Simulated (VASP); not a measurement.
Output of a VASP run:

**OSZICAR**
```
       N       E                     dE             d eps       ncg     rms          rms(c)
DAV:   1     0.476565059513E+02    0.47657E+02   -0.65641E+03  2160   0.115E+03
DAV:   2    -0.908112441792E+01   -0.56738E+02   -0.55936E+02  2752   0.242E+02
DAV:   3    -0.980485782395E+01   -0.72373E+00   -0.69254E+00  2486   0.270E+01
DAV:   4    -0.981029030522E+01   -0.54325E-02   -0.53727E-02  2471   0.196E+00
DAV:   5    -0.981032244878E+01   -0.32144E-04   -0.32142E-04  2463   0.137E-01    0.122E+01
DAV:   6    -0.942505096410E+01    0.38527E+00   -0.45382E-01  2246   0.800E+00    0.574E+00
DAV:   7    -0.931725150806E+01    0.10780E+00   -0.34200E-01  2271   0.654E+00    0.368E-01
DAV:   8    -0.931621354617E+01    0.10380E-02   -0.44887E-03  2283   0.867E-01    0.116E-01
DAV:   9    -0.931617943319E+01    0.34113E-04   -0.18950E-04  2297   0.163E-01    0.307E-02
DAV:  10    -0.931617545691E+01    0.39763E-05   -0.81782E-06  2397   0.400E-02    0.383E-03
DAV:  11    -0.931617545537E+01    0.15432E-08   -0.22898E-07  2288   0.673E-03
   1 F= -.93161755E+01 E0= -.93159588E+01  d E =-.650013E-03
```

File OUTCAR:
```
------------------------ aborting loop because EDIFF is reached ----------------------------------------
  FORCE on cell =-STRESS in cart. coord.  units (eV):
  Direction    XX          YY          ZZ          XY          YZ          ZX
  --------------------------------------------------------------------------------------
  Total       -1.3003178     -1.3003178     -1.3003178     -0.0000000     -0.0000000      0.0000000
  in kB     -109.3811294   -109.3811294   -109.3811294     -0.0000000     -0.0000000      0.0000000
  external PRESSURE =    -109.3811294 kB  Pullay stress =       0.0000000 kB
  volume of cell :       19.05
      direct lattice vectors                 reciprocal lattice vectors
    -1.682361157  1.682361157  1.682361157     0.000000000  0.297201346  0.297201346
     1.682361157 -1.682361157  1.682361157     0.297201346  0.000000000  0.297201346
     1.682361157  1.682361157 -1.682361157     0.297201346  0.297201346  0.000000000
 POSITION                                       TOTAL-FORCE (eV/Angst)
 -----------------------------------------------------------------------------------
      0.00000      0.00000      0.00000         0.000000      0.000000      0.000000
 -----------------------------------------------------------------------------------
    total drift:                               -0.000000      0.000000     -0.000000
  FREE ENERGIE OF THE ION-ELECTRON SYSTEM (eV)
  ---------------------------------------------------
  free  energy   TOTEN  =        -9.3161754554 eV

  energy  without entropy=       -9.3155254427  energy(sigma->0) =       -9.31595878
```
(Selected blocks of OUTCAR.)

**POSCAR**
```
Ta
1
   -1.6823611570     1.6823611570     1.6823611570
    1.6823611570    -1.6823611570     1.6823611570
    1.6823611570     1.6823611570    -1.6823611570
Ta
1
Direct
  0.0000000000   0.0000000000   0.0000000000
```

Task: Write an INCAR and KPOINTS that could have produced this output.

Result: This is not unique; one that fits is the input of the run itself, optB86b-vdW, plane waves, VASP's PBE PAW potentials (set 64).

File KPOINTS:
```
kpoints
0
Gamma
  15 15 15
0 0 0
```

**INCAR**
```
ALGO=Normal   ! blocked Davidson
GGA=MK
PARAM2=1.0
EDIFF=1E-7   ! SCF stop (eV)
LUSE_VDW=T
PARAM1=0.1234
ISIF=2   ! forces and stress, cell fixed
ISMEAR=1   ! Methfessel-Paxton
NELM=100   ! most electronic steps
SIGMA=0.1
LCHARG=F
LREAL=F   ! projection in real space or not
ENCUT=520   ! plane-wave cut-off (eV)
PREC=Accurate
LASPH=T   ! aspherical one-centre terms
LWAVE=F
AGGAC=0.0
LMAXMIX=6   ! l cut-off of mixed one-centre charges
SYSTEM=Ta
```

POTCAR, in this order: Ta_pv (PBE.64 set). Program: vasp_std.

The compound is Ta in the bcc structure. This cell is one point of a volume scan, at 1.06 of the reference volume.
